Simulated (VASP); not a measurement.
```yaml
crystal:
  lattice:
    - [0.00000, 1.92787, 1.92787]
    - [1.92787, 0.00000, 1.92787]
    - [1.92787, 1.92787, 0.00000]
  atoms:
    - { symbol: Ir, position: [0.00000, 0.00000, 0.00000] }
```

These are PBE GGA, VASP's PBE PAW potentials (set 64) (plane waves; VASP) values and carry that method's errors. Numerical set-up: 500 eV cut-off, 16×16×16 Γ-centred mesh, first-order Methfessel-Paxton smearing of 0.10 eV, potentials Ir.

Unless said otherwise, spin-orbit coupling is left out, though it shifts the bands of the heavy elements here.

Question: Predict the energy per atom (σ→0), pressure, band gap (on the k-mesh) with the smallest direct gap where there is one.

Answer: 
```
Property                                                    Result
------------------------  ----------------------------------------
band gap (on the k-mesh)  none (metal, semimetal or under 0.01 eV)
energy per atom (σ→0)                           -852.7 kJ/mol-atom
pressure                                                  4.89 GPa
```

The compound is Ir in the fcc structure. It was relaxed first under an external pressure of 5 GPa.
